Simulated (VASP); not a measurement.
# BaAlGeH (space group P3m1): computed properties

Level of theory: r2SCAN meta-GGA, VASP's PBE PAW potentials (set 64) (plane waves; VASP).

```json
{
  "space_group": "P3m1 (156)",
  "cell": "a = b = 4.3511 Å, c = 5.2564 Å, α = β = 90.00°, γ = 120.00°",
  "volume_per_atom": "21.55 Å³/atom",
  "band gap (over mesh and band path)": "1.05 eV",
  "smallest direct gap (over mesh and band path)": "1.47 eV",
  "band_edge_character": "indirect, A to M",
  "density": "4.58 g/cm³"
}
```

```
CELL_PARAMETERS angstrom
      4.35110     0.00000     0.00000
     -2.17555     3.76817     0.00000
      0.00000     0.00000     5.25639
ATOMIC_POSITIONS crystal
  Ba 0.33333 0.66667 0.10149
  Al 0.00000 0.00000 0.64066
  Ge 0.66667 0.33333 0.55618
  H  0.00000 0.00000 0.96767
```

Unless said otherwise, spin-orbit coupling is left out, though it shifts the bands of the heavy elements here.

The structure comes from a computed database's BaAlGeH entry (P3m1); how it stands against other phases isn't given here. It was relaxed first. Symmetry was kept, so distortions that lower it aren't found.
